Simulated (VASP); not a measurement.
Consider the following.

```
CELL_PARAMETERS angstrom
      1.24764    -2.08293     0.00000
      1.24764     2.08293     0.00000
      0.00000     0.00000     6.71602
ATOMIC_POSITIONS crystal
  C  0.00000 0.00000 0.25000
  C  0.00000 0.00000 0.75000
  C  0.33333 0.66667 0.25000
  C  0.69828 0.36495 0.75000
```

The numbers are results of PBE GGA, VASP's PBE PAW potentials (set 64) (plane waves; VASP 6.6.1), not measurements. Settings: EDIFF = 1E-5, 520 eV cut-off, 13×13×4 Γ-centred mesh, first-order Methfessel-Paxton smearing of 0.10 eV, potentials C.

Question: Give the force on each atom (eV/Å).

Answer: 
```tsv
atom	Fx	Fy	Fz
C1	0.012	0.530	0.000
C2	4.256	-0.153	0.000
C3	-0.006	-0.534	0.000
C4	-4.261	0.157	0.000
```

Question: Give the stress tensor in GPa (positive for a compressed cell).

Answer: 
```
-5.45   4.45   0.00
 4.45  28.52   0.00
 0.00   0.00   3.53
```
The pressure is its mean diagonal, 8.87 GPa.

The compound is C in the graphite structure. The cell was not relaxed at this level. The run is one of a series of settings (EDIFF = 1E-5 against the base run), some of them coarse on purpose.
